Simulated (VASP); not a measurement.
# AlNi under strain

How does the pressure of AlNi answer to a change of volume? The bands are shown for each cell. All runs use PBEsol. Left out of this account: at least 1 further run (self-consistent run: a reference on another mesh). The start is a cell from a database of measured crystal structures.

Program: VASP 6.6.1. Level of theory: PBEsol, spin-polarised from a ferromagnetic start (one magnetic atom a cell); plane waves and PAW (Al, Ni). Results are calculated unless marked as measured.

The database entry behind the starting cell differs from later determinations by our own check (about 0.2 % short), so it need not match the best structure at ambient conditions.

## Step 1: Set-up

Symmetry: Pm-3m, No. 221, cubic system. The conventional cell has a = 2.881 Å, b = 2.881 Å, c = 2.881 Å, α = 90.00°, β = 90.00°, γ = 90.00°. Nearest to Al lie 8 Ni at 2.50 Å. Nearest to Ni lie 8 Al at 2.50 Å. Farther neighbours are not listed.

## Step 2: Bands, cell as listed

The mesh alone shows little of the dispersion and can miss band extrema, so KPOINTS_OPT adds a path through the symmetry points after the self-consistent cycle. PBEsol restores the gradient expansion of exchange and is tuned for the cells of solids.

The input, INCAR:

```
SYSTEM = AlNi
PREC = Accurate
ENCUT = 400
EDIFF = 1E-06
NELM = 100
ISMEAR = -1
SIGMA = 0.05
LREAL = .FALSE.
ALGO = Normal
GGA = PS
NBANDS = 20
ISPIN = 2
MAGMOM = 0 1
LASPH = .TRUE.
LMAXMIX = 4
LORBIT = 11
LWAVE = .FALSE.
LCHARG = .FALSE.
KPAR = 2
```

The input, POSCAR:

```
AlNi
1.0
    2.8810000000      0.0000000000      0.0000000000
    0.0000000000      2.8810000000      0.0000000000
    0.0000000000      0.0000000000      2.8810000000
Al Ni
1 1
Direct
    0.0000000000      0.0000000000      0.0000000000
    0.5000000000      0.5000000000      0.5000000000
```

The input, KPOINTS:

```
Automatic mesh
0
Gamma
13 13 13
0 0 0
```

The input, KPOINTS_OPT:

```
Line mode
16
Line-mode
Reciprocal
  0.00000000   0.00000000   0.00000000 GAMMA
  0.00000000   0.50000000   0.00000000 X

  0.00000000   0.50000000   0.00000000 X
  0.50000000   0.50000000   0.00000000 M

  0.50000000   0.50000000   0.00000000 M
  0.00000000   0.00000000   0.00000000 GAMMA

  0.00000000   0.00000000   0.00000000 GAMMA
  0.50000000   0.50000000   0.50000000 R

  0.50000000   0.50000000   0.50000000 R
  0.00000000   0.50000000   0.00000000 X

  0.50000000   0.50000000   0.00000000 M
  0.50000000   0.50000000   0.50000000 R
```

PAW data sets: Al and Ni (PBE family, release 64).

Launch:

```
$ mpirun -np 2 vasp_std
```

The log of the run:

```text
[banner, memory and clock lines left out]
running    2 mpi-ranks, on    1 nodes
 distrk:  each k-point on    1 cores,    2 groups
 distr:  one band on    1 cores,    1 groups

 POSCAR found type information on POSCAR AlNi
 POSCAR found :  2 types and       2 ions
|                                                                             |
|               ----> ADVICE to this user running VASP <----                  |
|                                                                             |
|     You enforced a specific xc type in the INCAR file but a different       |
|     [... a line on the potential file left out ...]
|     I HOPE YOU KNOW WHAT YOU ARE DOING!                                     |
|                                                                             |

 LDA part: xc-table for (Slater+PW92), standard interpolation
 POSCAR, INCAR and KPOINTS ok, starting setup
 FFT: planning ... GRIDC
 FFT: planning ... GRID_SOFT
 FFT: planning ... GRID
 WAVECAR not read
 entering main loop
       N       E                     dE             d eps       ncg     rms          rms(c)
DAV:   1     0.414527191857E+02    0.41453E+02   -0.42045E+03  7000   0.581E+02
DAV:   2    -0.105786405125E+02   -0.52031E+02   -0.45379E+02  7196   0.136E+02
DAV:   3    -0.131341064482E+02   -0.25555E+01   -0.25003E+01  7952   0.314E+01
DAV:   4    -0.131633030707E+02   -0.29197E-01   -0.29177E-01  7876   0.305E+00
DAV:   5    -0.131639128702E+02   -0.60980E-03   -0.60977E-03  7952   0.464E-01    0.132E+01
DAV:   6    -0.155680897685E+02   -0.24042E+01   -0.45719E+01  8044   0.724E+01    0.175E+01
DAV:   7    -0.116250703610E+02    0.39430E+01   -0.13316E+01  7776   0.419E+01    0.177E+00
DAV:   8    -0.116039830631E+02    0.21087E-01   -0.31065E-01  9216   0.494E+00    0.105E+00
DAV:   9    -0.115894056493E+02    0.14577E-01   -0.33485E-02  8480   0.156E+00    0.568E-01
DAV:  10    -0.115896343569E+02   -0.22871E-03   -0.10405E-03  9564   0.261E-01    0.177E-01
DAV:  11    -0.115895338231E+02    0.10053E-03   -0.87426E-04  9252   0.220E-01    0.823E-02
DAV:  12    -0.115895746927E+02   -0.40870E-04   -0.11910E-04  9048   0.846E-02    0.424E-02
DAV:  13    -0.115895699196E+02    0.47730E-05   -0.11056E-05  9216   0.351E-02    0.140E-02
DAV:  14    -0.115895694795E+02    0.44015E-06   -0.19835E-06  4792   0.145E-02
   1 F= -.11589569E+02 E0= -.11587151E+02  d E =-.483620E-02  mag=    -0.0002
 Start KPOINTS_OPT (optional k-point list driver)
k-point batch [1-84\96]
       N       E                     dE             ncg
DAV:   1     0.116231580758E+05   -0.17670E+05     6952
DAV:   2     0.727437996345E+04   -0.43488E+04     7188
DAV:   3     0.705236733854E+04   -0.22201E+03     8116
DAV:   4     0.704981363194E+04   -0.25537E+01     8156
DAV:   5     0.704976059014E+04   -0.53042E-01     8176
DAV:   6     0.704975872135E+04   -0.18688E-02     8816
DAV:   7     0.704975866087E+04   -0.60487E-04     8052
DAV:   8     0.704975865878E+04   -0.20867E-05     6372
DAV:   9     0.704975865848E+04   -0.29829E-06     5140
k-point batch [85-96\96]
       N       E                     dE             ncg
DAV:   1     0.299799807459E+05   -0.50105E+04      976
DAV:   2     0.293966861841E+05   -0.58329E+03     1048
DAV:   3     0.293697242405E+05   -0.26962E+02     1276
DAV:   4     0.293694299351E+05   -0.29431E+00     1188
DAV:   5     0.293694235552E+05   -0.63799E-02     1244
DAV:   6     0.293694233110E+05   -0.24418E-03     1272
DAV:   7     0.293694233025E+05   -0.85413E-05     1228
DAV:   8     0.293694233022E+05   -0.32037E-06      916
```

Elapsed: 53 s, on 2 MPI ranks of AMD EPYC 7R43, shared host; peak memory 0.3 GiB.

Lines that name or quote the potential files are left out of all logs, and their timing lines are given in words.

OUTCAR, selected parts (step 2):

```text
ion  position               nearest neighbor table
   1  0.000  0.000  0.000-   2 2.50   2 2.50   2 2.50   2 2.50   2 2.50   2 2.50   2 2.50   2 2.50

  LATTYP: Found a simple cubic cell.
 ALAT       =     2.8810000000

 Subroutine GETGRP returns: Found 48 space group operations
 (whereof 48 operations were pure point group operations)

The static configuration has the point symmetry O_h .

 Found     84 irreducible k-points:

   k-points           NKPTS =     84   k-points in BZ     NKDIM =     84   number of bands    NBANDS=     20

   dimension x,y,z NGX =    20 NGY =   20 NGZ =   20
   dimension x,y,z NGXF=    40 NGYF=   40 NGZF=   40

   ENCUT  =  400.0 eV  29.40 Ry    5.42 a.u.   4.70  4.70  4.70*2*pi/ulx,y,z

   NELECT =      13.0000    total number of electrons

 k-points in reciprocal lattice and weights: Automatic mesh
   0.00000000  0.00000000  0.00000000       0.000
   0.07692308  0.00000000  0.00000000       0.003
   0.15384615  0.00000000  0.00000000       0.003
   0.23076923  0.00000000  0.00000000       0.003
   0.30769231  0.00000000  0.00000000       0.003
   0.38461538  0.00000000  0.00000000       0.003
   0.46153846  0.00000000  0.00000000       0.003
   0.07692308  0.07692308  0.00000000       0.005
   0.15384615  0.07692308  0.00000000       0.011
[...]
0.46153846  0.46153846  0.38461538       0.011
   0.46153846  0.46153846  0.46153846       0.004

 average (electrostatic) potential at core
       1 -69.8193       2 -81.3272

 E-fermi :   9.8815

 spin component 1
 k-point     1 :       0.0000    0.0000    0.0000
  band No.  band energies     occupation
    ...
      2       6.6620      1.00000
      3       6.6620      1.00000
      4       8.3573      1.00000
      5       8.3573      1.00000
      6       8.3573      1.00000
      7      15.3934      0.00000
      8      15.3934      0.00000
      9      15.3934      0.00000
     10      18.0448      0.00000
     11      18.0448      0.00000
    ...

 k-point     2 :       0.0769    0.0000    0.0000
  band No.  band energies     occupation
    ...
      2       6.6538      1.00000
      3       6.6876      1.00000
      4       8.3101      1.00000
      5       8.3101      1.00000
      6       8.3625      1.00000
      7      14.3030      0.00000
      8      15.5373      0.00000
      9      15.5373      0.00000
     10      18.0514      0.00000
     11      19.0223      0.00000
    ...

 k-point     3 :       0.1538    0.0000    0.0000
  band No.  band energies     occupation
    ...
      2       6.5961      1.00000
      3       6.7595      1.00000
      4       8.1847      1.00000
      5       8.1847      1.00000
      6       8.3765      1.00000
      7      12.5820      0.00000
      8      15.9535      0.00000
      9      15.9535      0.00000
     10      18.0706      0.00000
     11      20.3465      0.00000
    ...

 k-point     4 :       0.2308    0.0000    0.0000
  band No.  band energies     occupation
    ...
      2       6.3755      1.00000
      3       6.8632      1.00000
      4       8.0194      1.00000
      5       8.0194      1.00000
      6       8.3963      1.00000
      7      11.0450      0.00000
      8      16.6057      0.00000
      9      16.6057      0.00000
     10      18.1008      0.00000
     11      21.3436      0.00000
    ...

 k-point     5 :       0.3077    0.0000    0.0000
  band No.  band energies     occupation
    ...
      2       5.8061      1.00000
      3       6.9769      1.00000
      4       7.8567      1.00000
      5       7.8567      1.00000
      6       8.4174      1.00000
      7       9.9773      0.12851
      8      17.4544      0.00000
      9      17.4544      0.00000
     10      18.1384      0.00000
     11      22.1815      0.00000
    ...

 k-point     6 :       0.3846    0.0000    0.0000
  band No.  band energies     occupation
    ...
      3       7.0739      1.00000
      4       7.7299      1.00000
      5       7.7299      1.00000
      6       8.4350      1.00000
      7       9.4501      0.99982
      8      18.1738      0.00000
      9      18.4632      0.00000
     10      18.4632      0.00000
     11      22.5467      0.00000
     12      22.5467      0.00000
    ...

  Total       -0.5300884     -0.5300884     -0.5300884     -0.0000000      0.0000000     -0.0000000
  in kB      -35.5164128    -35.5164128    -35.5164128     -0.0000000      0.0000000     -0.0000000
  external PRESSURE =     -35.5164128 kB  Pullay stress =       0.0000000 kB

  energy-cutoff  :      400.00
  volume of cell :       23.91
      direct lattice vectors                 reciprocal lattice vectors
     2.881000000  0.000000000  0.000000000     0.347101701  0.000000000  0.000000000
     0.000000000  2.881000000  0.000000000     0.000000000  0.347101701  0.000000000
     0.000000000  0.000000000  2.881000000     0.000000000  0.000000000  0.347101701

 POSITION                                       TOTAL-FORCE (eV/Angst)
 -----------------------------------------------------------------------------------
      0.00000      0.00000      0.00000         0.000000      0.000000      0.000000
      1.44050      1.44050      1.44050         0.000000      0.000000      0.000000
 -----------------------------------------------------------------------------------
    total drift:                               -0.000000      0.000000      0.000000

  FREE ENERGIE OF THE ION-ELECTRON SYSTEM (eV)
  ---------------------------------------------------
  free  energy   TOTEN  =       -11.5895694795 eV

  energy  without entropy=      -11.5847332789  energy(sigma->0) =      -11.58715138

 total charge
# of ion       s       p       d       tot
------------------------------------------
    1        0.382   0.413   0.000   0.796
    2        0.480   0.520   8.475   9.475
--------------------------------------------------
tot          0.863   0.933   8.475  10.270

 magnetization (x)
# of ion       s       p       d       tot
------------------------------------------
    1        0.000   0.000   0.000   0.000
    2       -0.000  -0.000   0.000   0.000
--------------------------------------------------
tot          0.000  -0.000   0.000   0.000

[... 6 further parts left out ...]
```

The moments of this start collapse, so this run ends in a non-magnetic state; other starts or orders were not tried. The PAW data sets were made with PBE, which is usual practice but a small mismatch for other functionals. At this level the cell is under a tension of 3.6 GPa, so at these settings it is away from equilibrium.

This step gave:

```yaml
scf_cycles: 14
electrons: 13
bands: 20
irreducible_k_points: 84
symmetry_operations: 48
free_energy_toten: -11.59 eV
energy_at_zero_smearing: -11.59 eV
fermi_energy: 9.882 eV
pressure: -3.552 GPa
metallic_judged_on_the_points_sampled: yes
```

The spin moment in the PAW sphere vanishes on all atoms.

Both spin channels agree. The electronic bands at the labelled points (eV, zero at the Fermi level; # counts the bands kept in this run):

| point | #3 | #4 | #5 | #6 | #7 | #8 | #9 | #10 |
| --- | --- | --- | --- | --- | --- | --- | --- | --- |
| Γ | -3.22 | -1.52 | -1.52 | -1.52 | 5.51 | 5.51 | 5.51 | 8.16 |
| 0.47 of the way | -3.01 | -1.87 | -1.87 | -1.48 | 1.12 | 6.75 | 6.75 | 8.22 |
| X | -2.74 | -2.23 | -2.23 | -1.44 | -0.63 | 8.32 | 10.01 | 10.01 |
| 0.47 of the way | -2.57 | -2.45 | -2.15 | -1.73 | -0.66 | 5.09 | 5.25 | 11.33 |
| M | -2.86 | -2.86 | -2.06 | -2.06 | -1.00 | 1.48 | 2.52 | 12.30 |
| 0.53 of the way | -3.15 | -2.23 | -1.85 | -1.76 | 1.31 | 2.76 | 7.92 | 9.26 |
| Γ | -3.22 | -1.52 | -1.52 | -1.52 | 5.51 | 5.51 | 5.51 | 8.16 |
| 0.53 of the way | -3.18 | -2.25 | -2.08 | -2.08 | 2.20 | 2.20 | 4.08 | 9.61 |
| R | -4.08 | -0.97 | -0.97 | 2.00 | 2.00 | 2.00 | 3.74 | 4.49 |
| 0.53 of the way | -3.10 | -2.28 | -2.04 | -1.38 | -0.57 | 5.47 | 5.73 | 6.39 |
| X | -2.74 | -2.23 | -2.23 | -1.44 | -0.63 | 8.32 | 10.01 | 10.01 |
| jump to M | -2.86 | -2.86 | -2.06 | -2.06 | -1.00 | 1.48 | 2.52 | 12.30 |
| 0.53 of the way | -3.75 | -2.21 | -0.98 | -0.16 | -0.16 | 1.65 | 2.80 | 7.51 |
| R | -4.08 | -0.97 | -0.97 | 2.00 | 2.00 | 2.00 | 3.74 | 4.49 |

Of the projections kept (Al, Ni), the largest for each band there, as a share of the weight inside these atoms' spheres; weight between the spheres isn't counted:

| point | #3 | #4 | #5 | #6 | #7 | #8 | #9 | #10 |
| --- | --- | --- | --- | --- | --- | --- | --- | --- |
| Γ | Ni 1.00 | Ni 1.00 | Ni 1.00 | Ni 1.00 | Al 0.51 | Al 0.51 | Al 0.51 | Ni 1.00 |
| X | Ni 1.00 | Ni 0.98 | Ni 0.98 | Ni 1.00 | Ni 0.98 | - | Ni 1.00 | Ni 1.00 |
| M | Ni 0.59 | Ni 0.59 | Ni 1.00 | Ni 1.00 | Ni 1.00 | Ni 1.00 | Ni 0.72 | Al 1.00 |
| Γ | Ni 1.00 | Ni 1.00 | Ni 1.00 | Ni 1.00 | Al 0.51 | Al 0.51 | Al 0.51 | Ni 1.00 |
| R | Ni 0.89 | Ni 1.00 | Ni 1.00 | Ni 1.00 | Ni 1.00 | Ni 1.00 | Al 1.00 | Ni 0.68 |
| X | Ni 1.00 | Ni 0.98 | Ni 0.98 | Ni 1.00 | Ni 0.98 | - | Ni 1.00 | Ni 1.00 |

The electronic bands as a text plot (rows in eV, shown from -8.0 to 4.5 only):

```
    4.2 |           *           *   * ****         *
    3.7 | *          *         **    *    *********             *
    3.2 |            *   *    **      *                       **
    2.7 |  *          ***   ***        *         *        ****
    2.1 |             *   **            *********               *
    1.6 |              ***                    **          ******
    1.1 |   *                *                  *              *
    0.6 |                   *                *   *            *
    0.1 |    *             *                                 *
   -0.5 |     *******     *                 *     ********
   -1.0 |            *****                   ***** *      *******
   -1.5 |***********          *******      **    *  ****** *  **
   -2.0 |   ********************     ******       *********  *
   -2.5 |      **************                       ******  *
   -3.1 |******        *******************          **    **
   -3.6 |   *          **  **             **      **        **
   -4.1 |    *        *  **                 ********          ***
   -4.6 |     *      *                      *    *           **
   -5.1 |              **                  *      ****    ***
   -5.7 |      *    ***  *                *         *
   -6.2 |          **                                ***
   -6.7 |       ****      *                           ****
   -7.2 |                  *             *
   -7.7 |      *
         Γ      X      M          Γ            R        X|M     R
```

There is no gap at this level.

(Part 1 of 5 ends here.)

[Lines on the potential files, build, host, timing and source positions are cut from VASP's logs without a mark.]

[Logs are printed without paths, hosts, clocks, repeated set-up lines and the standing remarks that a program may print on its own settings, such as how far it seeks lower states.]

[Hosts, paths, dates, database ids (printed as entryN), source tags and the programs' standing remarks are cut or masked in the printed files.]

[A measured line is paired with the nearest computed mode of its activity, which favours agreement.]

[In band tables of VASP the shares of atoms and orbitals are scaled to a sum of 1 inside the atoms' spheres.]
